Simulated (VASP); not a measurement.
VASP ran on this input.

INCAR:
```
# general
SYSTEM  = SnC
PREC    = Accurate
ENCUT   = 520
LREAL   = .FALSE.
LASPH   = .TRUE.

# electronic loop
EDIFF   = 1E-6
NELM    = 100
ALGO    = Normal
LMAXMIX = 4

# smearing
ISMEAR  = 0
SIGMA   = 0.05

# functional
GGA     = PS

# ions
IBRION  = 2
NSW     = 60
ISIF    = 3
EDIFFG  = -0.01

# output
LWAVE   = .FALSE.
LCHARG  = .FALSE.
```

### POSCAR
```
SnC
1.0
  0.0000000000   2.5162198657   2.5162198657
  2.5162198657   0.0000000000   2.5162198657
  2.5162198657   2.5162198657   0.0000000000
Sn C
1 1
Cartesian
  2.5162198657   5.0324397314   2.5162198657
  1.2581099329   1.2581099329   1.2581099329
```

File KPOINTS:
```
Automatic mesh
0
Gamma
8 8 8
0 0 0
```

POTCAR, in this order: Sn_d C (PBE.64 set). Program: vasp_std.

Q: Write an equivalent input for Ansatz.

A: One equivalent input (not run):
Ansatz 0.2 input:
```yaml
crystal:
  lattice:
    - [0.0000000, 2.5162199, 2.5162199]
    - [2.5162199, 0.0000000, 2.5162199]
    - [2.5162199, 2.5162199, 0.0000000]
  atoms:
    - { symbol: Sn, position: [1.0000000, 0.0000000, 1.0000000] }
    - { symbol: C, position: [0.2500000, 0.2500000, 0.2500000] }
kpoints:
  mp_grid: { grid: [8, 8, 8] }
hamiltonian:
  xc: pbesol
  pseudopotentials: { kind: paw }
scf:
  occupations: { method: gaussian, width: 0.05 }
  max_iter: 100
relax:
  max_steps: 60
  f_tol: 0.01
  cell: {}
output: { forces: true, stress: true, eigenvalues: true }
```
What does not carry over: each code has its own PAW files, so the cut-off isn't converted (ENCUT is set for VASP's; basis.ecutwfc is left out, and Ansatz then takes the one that its files recommend); Ansatz stops its SCF on the density residual and VASP on the energy change (EDIFF).

The structure was generated: SnC was put into the zinc blende type (F-43m), which need not be its known phase. It was relaxed first. The start is the result of an earlier pass.
